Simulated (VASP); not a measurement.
Method: PBE GGA, VASP's PBE PAW potentials (set 64) (plane waves; VASP).

VASP input:

File POSCAR:
```
Be4STe3
5.4730820
  1.0000000550   0.0000000000   0.0000000000
  0.0000000000   1.0000000550   0.0000000000
  0.0000000000   0.0000000000   1.0000000550
Be Te S
4 3 1
Cartesian
  0.0184742078   0.9815258471   0.9815258471
  0.4815258197   0.5184742353   0.9815258471
  0.4815258197   0.9815258471   0.5184742353
  0.0184742078   0.5184742353   0.5184742353
  0.2500000137   0.2500000137   0.2500000137
  0.7500000412   0.7500000412   0.2500000137
  0.7500000412   0.2500000137   0.7500000412
  0.2500000137   0.7500000412   0.7500000412
```

### KPOINTS
```
K-points
0
G
  4 4 4
0 0 0
```

### INCAR
```
! general
SYSTEM =Be4STe3
PREC   =Accurate
ENCUT  =400
LREAL  =.False.
LASPH  =.True.

! electronic loop
EDIFF  =1E-6
NELM   =100
ALGO   =Normal
LMAXMIX=4

! smearing
ISMEAR =0
SIGMA  =0.05

! functional
GGA    =PE

! output
LWAVE  =.True.
LCHARG =.False.
```

POTCAR, in this order: Be Te S (PBE.64 set). Program: vasp_std.

Problem. What will the output report for the number of irreducible k-points (NKPTS), largest plane-wave count, number of space-group operations, FFT grid (NGX, NGY, NGZ)?

Solution. 
| Property | Value |
|---|---|
| number of irreducible k-points (NKPTS) | 10 |
| largest plane-wave count | 3016 |
| number of space-group operations | 24 |
| FFT grid (NGX, NGY, NGZ) | 36 × 36 × 36 |

The structure was generated: Be4STe3 was put into an ordered model structure (P-43m), which need not be its known phase. It was relaxed first.
